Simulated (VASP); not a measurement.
Data:

```
CELL_PARAMETERS angstrom
      3.14770    -5.45198     0.00000
      3.14770     5.45198     0.00000
      0.00000     0.00000     4.98872
ATOMIC_POSITIONS crystal
  Se 0.00000 0.15548 0.66667
  Se 0.84452 0.84452 0.00000
  Se 0.15548 0.00000 0.33333
```

Computed with revPBE GGA, VASP's PBE PAW potentials (set 64) (plane waves; VASP). Settings: 520 eV cut-off, Gaussian smearing of 0.050 eV, potentials Se.

Without a dispersion term in the relaxation, distances and binding between the weakly bound layers, chains or molecules are unreliable, and so is what depends on them.

Question: Give the energies of bands 4 to 12 at the high-symmetry points, in eV from the valence-band maximum.

Answer: 
| band | Γ | M | K | A | L | H |
|---|---|---|---|---|---|---|
| 4 | -3.67 | -3.72 | -3.71 | -4.53 | -4.56 | -4.57 |
| 5 | -3.67 | -3.70 | -3.71 | -3.26 | -3.32 | -3.33 |
| 6 | -2.31 | -2.15 | -2.12 | -3.26 | -3.31 | -3.33 |
| 7 | -1.62 | -1.68 | -1.67 | -0.30 | -0.27 | -0.20 |
| 8 | -1.62 | -1.64 | -1.67 | -0.30 | -0.21 | -0.16 |
| 9 | -0.09 | -0.12 | -0.13 | -0.21 | -0.09 | -0.16 |
| 10 | 2.94 | 2.90 | 2.95 | 1.97 | 1.91 | 1.89 |
| 11 | 2.94 | 2.97 | 2.95 | 2.63 | 2.88 | 3.04 |
| 12 | 3.50 | 3.71 | 3.73 | 2.63 | 3.11 | 3.04 |

The gap is indirect, 1.89 eV, from the valence maximum at H-K at 0.33 to the conduction minimum at H.

The compound is Se in the trig structure. It was relaxed first, which changed the volume by +109 %.
